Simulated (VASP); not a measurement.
Consider the following.

```cif
data_Cl4Li4
_chemical_formula_sum 'Li4 Cl4'
_space_group_name_H-M_alt 'Fm-3m'
_space_group_IT_number 225
_space_group_name_Hall '-F 4 2 3'
_cell_length_a 5.08744
_cell_length_b 5.08744
_cell_length_c 5.08744
_cell_angle_alpha 90.000
_cell_angle_beta 90.000
_cell_angle_gamma 90.000
loop_
_atom_site_label
_atom_site_type_symbol
_atom_site_symmetry_multiplicity
_atom_site_Wyckoff_symbol
_atom_site_fract_x
_atom_site_fract_y
_atom_site_fract_z
_atom_site_occupancy
Li1 Li 4 a 0.00000 0.00000 0.00000 1
Cl1 Cl 4 b 0.50000 0.50000 0.50000 1
```
(The calculation used a cell of 2 atoms; values per cell refer to that cell.)

Level of theory: PBE GGA with D4 dispersion, VASP's PBE PAW potentials (set 64) (plane waves; VASP). Settings: 520 eV cut-off, 9×9×9 Γ-centred mesh, Gaussian smearing of 0.050 eV, potentials Li_sv Cl.

Task: Give the energy at these volumes per atom, relative to the lowest: 15.45, 15.94, 16.43, 16.93, 17.42 Å³.

Result: 7.6, 1.9, 0.0, 1.4, 5.5 meV/atom. A third-order Birch-Murnaghan fit gives B0 = 35.0 GPa and B0′ = 4.3.

The compound is LiCl in the rock salt structure. It was relaxed first.
